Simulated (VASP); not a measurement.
Method: rev-vdW-DF2, VASP's PBE PAW potentials (set 64) (plane waves; VASP).

VASP input:

**POSCAR**
```
SnTe
1
    0.0000000000     3.1842313616     3.1842313616
    3.1842313616     0.0000000000     3.1842313616
    3.1842313616     3.1842313616     0.0000000000
Sn Te
1 1
Direct
  0.0000000000   0.0000000000   0.0000000000
  0.5000000000   0.5000000000   0.5000000000
```

INCAR:
```
AGGAC=0.0
ALGO=Normal
EDIFF=1E-7
ENCUT=520
GGA=MK
ICHARG=11
ISMEAR=0
LASPH=T
LCHARG=F
LMAXMIX=4
LORBIT=11
LREAL=F
LUSE_VDW=T
LWAVE=F
NELM=100
PARAM1=0.1234568
PARAM2=0.7114
PREC=Accurate
SIGMA=0.05
SYSTEM=SnTe
ZAB_VDW=-1.8867
```

### KPOINTS
```
k-points along high-symmetry lines
15
Line-mode
Reciprocal
  0.000000   0.000000   0.000000 ! GAMMA
  0.500000   0.000000   0.500000 ! X

  0.500000   0.000000   0.500000 ! X
  0.625000   0.250000   0.625000 ! U

  0.375000   0.375000   0.750000 ! K
  0.000000   0.000000   0.000000 ! GAMMA

  0.000000   0.000000   0.000000 ! GAMMA
  0.500000   0.500000   0.500000 ! L

  0.500000   0.500000   0.500000 ! L
  0.500000   0.250000   0.750000 ! W

  0.500000   0.250000   0.750000 ! W
  0.500000   0.000000   0.500000 ! X
```

POTCAR, in this order: Sn_d Te (PBE.64 set). Program: vasp_std. Read from the step before: CHGCAR.

The resulting files:

**OUTCAR**
```
 ion  position               nearest neighbor table
   1  0.000  0.000  0.000-   2 3.18   2 3.18   2 3.18   2 3.18   2 3.18   2 3.18
   2  0.500  0.500  0.500-   1 3.18   1 3.18   1 3.18   1 3.18   1 3.18   1 3.18
  LATTYP: Found a face centered cubic cell.
 ALAT       =     6.3684627232
 Subroutine PRICEL returns:
 Original cell was already a primitive cell.
 Subroutine GETGRP returns: Found 48 space group operations
The static configuration has the point symmetry O_h .
The dynamic configuration has the point symmetry O_h .
 Subroutine INISYM returns: Found 48 space group operations
   k-points           NKPTS =     90   k-points in BZ     NKDIM =     90   number of bands    NBANDS=     14
   number of dos      NEDOS =    301   number of ions     NIONS =      2
   total plane-waves  NPLWV =  46656
   dimension x,y,z NGX =    36 NGY =   36 NGZ =   36
   dimension x,y,z NGXF=    72 NGYF=   72 NGZF=   72
   ions per type =               1   1
   PREC   = accura    normal or accurate (medium, high low for compatibility)
   ISTART =      0    job   : 0-new  1-cont  2-samecut
   ICHARG =     11    charge: 1-file 2-atom 10-const
   ISPIN  =      1    spin polarized calculation?
   LNONCOLLINEAR =      F non collinear calculations
   LSORBIT =      F    spin-orbit coupling
   INIWAV =      1    electr: 0-lowe 1-rand  2-diag
   ENCUT  =  520.0 eV  38.22 Ry    6.18 a.u.   8.37  8.37  8.37*2*pi/ulx,y,z
   NELM   =    100;   NELMIN=  2; NELMDL= -5     # of ELM steps
   EDIFF  = 0.1E-06   stopping-criterion for ELM
   LREAL  =      F    real-space projection
   NLSPLINE    = F    spline interpolate recip. space projectors
   LMAXMIX     =    4 max onsite mixed and CHGCAR
   VOSKOWN=      0    Vosko Wilk Nusair interpolation
   EDIFFG = 0.1E-05   stopping-criterion for IOM
   NSW    =      0    number of steps for IOM
   NBLOCK =      1;   KBLOCK =      1    inner block; outer block
   IBRION =     -1    ionic relax: 0-MD 1-quasi-New 2-CG
   NFREE  =      0    steps in history (QN), initial steepest desc. (CG)
   ISIF   =      2    stress and relaxation
   ISYM   =      2    0-nonsym 1-usesym 2-fastsym
   TEIN   =    0.0    initial temperature
   TEBEG  =    0.0;   TEEND  =   0.0 temperature during run
...
```

OSZICAR:
```
       N       E                     dE             d eps       ncg     rms          rms(c)
DAV:   1     0.127480431936E+03    0.12748E+03   -0.97633E+03  2550   0.164E+03
DAV:   2     0.724946116412E+01   -0.12023E+03   -0.11775E+03  2628   0.370E+02
DAV:   3    -0.309679754439E+01   -0.10346E+02   -0.10139E+02  3342   0.985E+01
DAV:   4    -0.336761070890E+01   -0.27081E+00   -0.27062E+00  2850   0.173E+01
DAV:   5    -0.337929728913E+01   -0.11687E-01   -0.11686E-01  3718   0.342E+00
DAV:   6    -0.337964896503E+01   -0.35168E-03   -0.35167E-03  3252   0.466E-01
DAV:   7    -0.337965319764E+01   -0.42326E-05   -0.42316E-05  3780   0.564E-02
DAV:   8    -0.337965326081E+01   -0.63172E-07   -0.63807E-07  3116   0.651E-03
   1 F= -.33796533E+01 E0= -.33790376E+01  d E =-.123126E-02
```

File OUTCAR:
```
 val. band max:        6.4664321214   @ k =   0.5000   0.5000   0.5000

 cond. band min:       6.4840640264   @ k =   0.5000   0.5000   0.5000



 k-point     1 :       0.0000    0.0000    0.0000
  band No.  band energies     occupation
      1     -15.3822      2.00000
      2     -15.3822      2.00000
      3     -15.3756      2.00000
      4     -15.3756      2.00000
      5     -15.3756      2.00000
      6      -6.1134      2.00000
      7       1.5733      2.00000
      8       4.4231      2.00000
      9       4.4231      2.00000
     10       4.4231      2.00000
     11       9.6981      0.00000
     12       9.6981      0.00000
     13       9.6981      0.00000
     14      11.3306      0.00000

 k-point     2 :       0.0357    0.0000    0.0357
  band No.  band energies     occupation
      1     -15.3823      2.00000
      2     -15.3821      2.00000
      3     -15.3756      2.00000
      4     -15.3755      2.00000
      5     -15.3755      2.00000
      6      -6.0997      2.00000
      7       1.4969      2.00000
      8       4.3972      2.00000
      9       4.3972      2.00000
     10       4.5350      2.00000
     11       9.4547      0.00000
     12       9.7006      0.00000
     13       9.7006      0.00000
     14      11.2364      0.00000

 k-point     3 :       0.0714    0.0000    0.0714
  band No.  band energies     occupation
      1     -15.3827      2.00000
      2     -15.3819      2.00000
      3     -15.3758      2.00000
      4     -15.3751      2.00000
      5     -15.3751      2.00000
      6      -6.0585      2.00000
      7       1.2998      2.00000
      8       4.3223      2.00000
      9       4.3223      2.00000
     10       4.8335      2.00000
     11       8.8748      0.00000
     12       9.7140      0.00000
     13       9.7140      0.00000
     14      11.0055      0.00000

 k-point     4 :       0.1071    0.0000    0.1071
  band No.  band energies     occupation
      1     -15.3835      2.00000
...
```

The density is held fixed in this step, so its total energy and stress have no physical meaning. Unless said otherwise, spin-orbit coupling is left out, though it shifts the bands of the heavy elements here.

The compound is SnTe in the rock salt structure, which distorts at low temperature. It was relaxed first.
